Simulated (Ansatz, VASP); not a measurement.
# TiTe2: VASP beside Ansatz

Aim: how closely do two programs agree when they are given the same cell, functional and k mesh? The cell is taken from a series of runs on this material, whose earlier steps may have relaxed, scaled, displaced or heated it; both programs get it as it stands.

Program: Ansatz 0.2.0. Level of theory: plane waves, with VASP 6.6.1 beside it; PBE. Results are calculated unless marked as measured.

## 1. The starting structure

The cell holds 3 atoms: 1 Ti and 2 Te. Its edges and angles: a = 3.635 Å, b = 3.635 Å, c = 31.000 Å, α = 90.0°, β = 90.0°, γ = 120.0°. Vacuum lies along c.

## 2. Ansatz: zone-centre phonons, PBE

Ansatz runs on its PAW soft_1 files.

Second derivatives magnify differences that forces hide, and they need a tight electronic threshold.

input.yaml

```yaml
crystal:
  lattice:
    - [3.6354325286, 0.0, 0.0]
    - [-1.8177162643, 3.1483769235, 0.0]
    - [0.0, 0.0, 31.0]
  atoms:
    - { symbol: Ti, position: [0.3333333333, 0.6666666667, 0.3225806452] }
    - { symbol: Te, position: [0.6666666667, 0.3333333333, 0.3813432584] }
    - { symbol: Te, position: [0.6666666667, 0.3333333333, 0.263818032] }
  periodic: [true, true, false]
kpoints:
  mp_grid: { grid: [12, 12, 1] }
hamiltonian:
  xc: pbe
  pseudopotentials: { kind: paw, azcp: { folder: soft_1 } }
scf:
  occupations: { method: gaussian, width: 0.01 }
output:
  eigenvalues: true
phonons:
  method: dfpt
```

On the command line:

```console
$ ansatz run input.yaml --threads 4 --pin off --max-ram 16384MiB --backend cpu --events-out ev --progress --plain --runs-dir out
```

Numbers of over 12 decimals in the logs are rounded to 6 here.

The log of the run:

```text
Warning: crystal.symmetry: narrowed to the stabiliser of the run's FFT grids — unitary ops 12 → 6. A phonons.method: dfpt run fills in the rows of the dynamical matrix that it does not solve by its symmetry operations, which is exact only for operations that map its FFT grids onto themselves: filled in by any other, the frequencies could depend on the order in which like atoms are typed, or, by more than the grids' own error, on where the crystal sits among the grids' points. Excluded: 6 operations. The run can therefore solve more perturbations, solve them on more k-points, or both, and cost more. [rest of the remark cut]
Engine: ansatz 0.2.0, aarch64-unknown-linux-gnu
Pseudopotentials: kind: paw
Pseudopotential: Ti, paw, valence charge 12, recommended cutoff 420 eV (normal), soft_1/Ti.paw.azcp
Pseudopotential: Te, paw, valence charge 16, recommended cutoff 420 eV (normal), soft_1/Te.paw.azcp
Functional definition: PBE
  parameter kappa = 0.804
  parameter beta = 0.066725
  exchange = pbe_x(kappa = kappa, mu = beta*pi^2/3)
  correlation = pbe_c(beta = beta)
Crystal: 3 atoms, lattice volume = 354.817 Å³
Basis set: ecut = 420 eV, 6823 PW (Γ), exchange–correlation on 50×50×432 points (8 copies of the dense FFT grid, shifted against one another)
Bands: 27, of which v1, the nominal top of the filled ones, is band 22 counted from 1 (21 counted from 0)
Symmetry: 12 space group operations
k-points: 43 of 144 (irreducible under 2 space group operations, time reversal used)
Non-local potential: Ti, projectors of the file, l = 0: 3, l = 1: 2, l = 2: 3, l = 3: 1
Non-local potential: Te, projectors of the file, l = 0: 2, l = 1: 2, l = 2: 2, l = 3: 1
PAW form: soft (Blöchl's): semilocal exchange-correlation on the pseudo side does not see the compensation charge
PAW one-centre angular grid: Ti, 590 points (default); XC on 64 Gauss nodes
PAW one-centre angular grid: Te, 590 points (default); XC on 64 Gauss nodes
Initial density: superposition of atomic densities (neutral atoms: chi_scale 0, normalization atom)
Initial wavefunctions: pseudopotential atomic-orbital guess
Functional: x = pbe(κ = 0.804, μ = 0.219515), c = pbe(β = 0.066725)
SCF iter   1: F=—  HF=-16461.843482 eV  |F-HF|=—  |Δ(HF+E_count)|=         —  Δρ=1.38e-2  dr2=2.03e0  ethr=3.10e-3  ⟨swp⟩=17.3  Hψ=8940  notcnv=0
preconditioner: auto → LDOS  [insulator: Δε(μ)=0.019 eV  Ē_g=6.267 eV  σ=0.010 eV  W_gap=0.77  n_scr=18 (ndim 8)  ℏωp=7.9 eV  f_vac=0.742  D(μ)=4.86/eV (n_scr^D=14)  ε∞_Penn≈2.6  β→1.0]
SCF iter   2: F=—  HF=-16461.604527 eV  |F-HF|=—  |Δ(HF+E_count)|=   2.39e-1  Δρ=8.20e-3  dr2=8.30e-1  ethr=3.10e-3  ⟨swp⟩=4.8  Hψ=3496  notcnv=0  defer=40
SCF iter   3: F=—  HF=-16461.501658 eV  |F-HF|=—  |Δ(HF+E_count)|=   1.03e-1  Δρ=3.74e-3  dr2=6.77e-2  ethr=1.89e-3  ⟨swp⟩=4.0  Hψ=2526  notcnv=0  defer=40
SCF iter   4: F=—  HF=-16461.491609 eV  |F-HF|=—  |Δ(HF+E_count)|=   1.00e-2  Δρ=1.55e-3  dr2=1.00e-2  ethr=1.54e-4  ⟨swp⟩=4.4  Hψ=2814  notcnv=0  defer=40
SCF iter   5: F=—  HF=-16461.494149 eV  |F-HF|=—  |Δ(HF+E_count)|=   2.54e-3  Δρ=8.36e-4  dr2=6.14e-3  ethr=2.28e-5  ⟨swp⟩=4.2  Hψ=2694  notcnv=0  defer=40
SCF iter   6: F=—  HF=-16461.494134 eV  |F-HF|=—  |Δ(HF+E_count)|=   1.56e-5  Δρ=1.82e-4  dr2=2.04e-4  ethr=1.40e-5  ⟨swp⟩=3.5  Hψ=1836  notcnv=0  defer=40
SCF iter   7: F=—  HF=-16461.494180 eV  |F-HF|=—  |Δ(HF+E_count)|=   4.61e-5  Δρ=5.43e-5  dr2=2.98e-5  ethr=4.63e-7  ⟨swp⟩=3.9  Hψ=2735  notcnv=0  defer=40
SCF iter   8: F=—  HF=-16461.494192 eV  |F-HF|=—  |Δ(HF+E_count)|=   1.19e-5  Δρ=1.37e-5  dr2=6.40e-7  ethr=6.77e-8  ⟨swp⟩=2.7  Hψ=1456  notcnv=0  defer=40
SCF iter   9: F=—  HF=-16461.494254 eV  |F-HF|=—  |Δ(HF+E_count)|=   6.23e-5  Δρ=3.82e-6  dr2=6.20e-8  ethr=1.45e-9  ⟨swp⟩=3.3  Hψ=2535  notcnv=0  defer=40
SCF iter  10: F=—  HF=-16461.494254 eV  |F-HF|=—  |Δ(HF+E_count)|=   8.40e-8  Δρ=1.18e-6  dr2=4.80e-9  ethr=1.41e-10  ⟨swp⟩=3.4  Hψ=2383  notcnv=0  defer=40
SCF iter  11: F=—  HF=-16461.494254 eV  |F-HF|=—  |Δ(HF+E_count)|=   1.77e-8  Δρ=3.11e-7  dr2=5.88e-10  ethr=1.09e-11  ⟨swp⟩=3.1  Hψ=2346  notcnv=0  defer=40
SCF iter  12: F=—  HF=-16461.494254 eV  |F-HF|=—  |Δ(HF+E_count)|=   3.00e-9  Δρ=1.24e-7  dr2=8.18e-11  ethr=1.34e-12  ⟨swp⟩=4.0  Hψ=2630  notcnv=0  defer=40
SCF iter  13: F=-16461.494254 eV  HF=-16461.494254 eV  |F-HF|=2.44e-10  |Δ(HF+E_count)|=   1.09e-9  Δρ=2.77e-8  dr2=4.70e-12  ethr=1.00e-12  ⟨swp⟩=18.8  Hψ=8525  notcnv=0
SCF 1 converged in 13 iterations: F = -16461.494254 eV  dr2 = 4.70e-12
  greatest PAW one-centre occupation: 0.999 electrons in one spin orbital (limit 2), on the Ti atom at site 0 (counted from 0), in its partial waves of l = 0
DFPT response loops at Γ: preconditioner auto → none (partly filled bands, converged f_vac=0.748); β = 0.50; Broyden in place of MSR1
SCF converged after 13 iterations
Free energy (F): -16461.494254 eV
Harris-Foulkes:  -16461.494254 eV  (|F-HF|=2.44e-10)
Internal energy: -16461.493996 eV  (E = F + TS)
E sigma→0 (E₀):  -16461.494125 eV
Entropy (-TS):   -0.000258 eV (-0.086 meV/atom)
Fermi energy:    -5.084811 eV
--- Per-component energies (eV) ---
  E_band       = -1327.002151
  E_kinetic    = 625.606900
  E_local      = -93873.245910  (includes V_loc(G=0)·N_el)
  E_nonlocal   = 193.893748
  E_hartree    = 46521.905850
  E_xc         = -360.956751
  E_vxc        = -349.159293  (∫ρ·V_xc dr)
  E_paw        = -10386.012514  (= ΣΔE_a)
  E_vpaw       = -967.909673  (= ΣTr[D̂ρ^β])
  E_aug_tail   = 0.000102  (compensation charges beyond the density's cutoff)
  E_ewald      = 40817.314578
  E_smearing   = -0.000258  (= −TS)
  E_closure    = -0.000000  (closes the sum)
  Σ components = -16461.494254   (vs F -16461.494254, Δ=0.00e0)
--- Band table (eV; the first three rows and the last of 43) ---
  k-point 0: bands = [... 18 lower, -5.7022, -5.7022, -4.9910, -4.9910, -4.4362, -2.1090, -2.1090, -1.9754, ... 1 higher]
  k-point 1: bands = [... 18 lower, -5.9698, -5.6663, -5.1358, -5.1137, -4.4492, -2.4382, -2.3917, -2.1384, ... 1 higher]
  k-point 2: bands = [... 18 lower, -6.6069, -5.6272, -5.5709, -5.4131, -4.5409, -2.9617, -2.8098, -2.5097, ... 1 higher]
  k-point 42: bands = [... 18 lower, -7.7650, -7.3044, -7.2186, -5.9565, -4.5112, -3.2214, -3.0946, -2.8008, ... 1 higher]
--- Phonons (Γ-DFPT): 6 representative perturbations + reference, on 43 of 144 k-points (Σ response iterations 36) ---
  ASR residual: 3.526e-5 → 0.000e0 eV/Å²; symmetrization residual: 1.702e-5 eV/Å²
  The last average, over the group as it would stand without the narrowing to the FFT grids, took up to 2.082e-6 eV/Å² of the zone centre's force constants
  ASR residual per site (eV/Å²): 2.15e-5 3.49e-5 3.53e-5
  Γ frequencies (cm⁻¹): 0.00 0.00 0.00 62.11 62.11 97.50 97.50 148.44 269.30
  non-analytic LO–TO correction: not included (Born effective charges unavailable; polar crystals: no LO–TO splitting at Γ)
```

In the SCF lines HF is the Harris–Foulkes energy and dr2 the Hartree energy of the density residual, in eV; the loop may stop once dr2 is under the threshold and the program's other checks hold. Hψ counts applications of the Hamiltonian.

(Continued in part 2 of 2.)

[Lines on the potential files, build, host, timing and source positions are cut from VASP's logs without a mark.]

[Logs are printed without paths, hosts, clocks, repeated set-up lines and the standing remarks that a program may print on its own settings, such as how far it seeks lower states.]

[Hosts, paths, dates, database ids (printed as entryN), source tags and the programs' standing remarks are cut or masked in the printed files.]
